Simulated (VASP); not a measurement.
Level of theory: PBEsol GGA, VASP's PBE PAW potentials (set 64) (plane waves; VASP).

Input for VASP

File POSCAR:
```
ScB
1
   -0.0000000000     2.4453137883     2.4453137883
    2.4453137883     0.0000000000     2.4453137883
    2.4453137883     2.4453137883    -0.0000000000
Sc B
1 1
Direct
  0.0000000000   0.0000000000   0.0000000000
  0.5000000000   0.5000000000   0.5000000000
```

INCAR:
```
SYSTEM  =  ScB
PREC  =  Accurate; ENCUT  =  520; LREAL  =  .FALSE.
LASPH  =  .TRUE.
EDIFF  =  1E-6; NELM  =  100; ALGO  =  Normal
LMAXMIX  =  4
ISMEAR  =  1; SIGMA  =  0.1
GGA  =  PS
IBRION  =  2; NSW  =  60; ISIF  =  3
EDIFFG  =  -0.01
LWAVE  =  .FALSE.; LCHARG  =  .FALSE.
```

KPOINTS:
```
Automatic
0
gamma
  12 12 12
```

POTCAR, in this order: Sc_sv B (PBE.64 set). Program: vasp_std.

Question: What will the output report for the number of irreducible k-points (NKPTS), number of bands (NBANDS), largest plane-wave count, number of space-group operations, FFT grid (NGX, NGY, NGZ)?

Answer: 
* **number of irreducible k-points (NKPTS)**: 72
* **number of bands (NBANDS)**: 11
* **largest plane-wave count**: 817
* **number of space-group operations**: 48
* **FFT grid (NGX, NGY, NGZ)**: 28 × 28 × 28

The structure was generated: ScB was put into the rock salt type (Fm-3m), which need not be its known phase. It was relaxed first, which changed the volume by -29 %. The start is the result of an earlier pass.
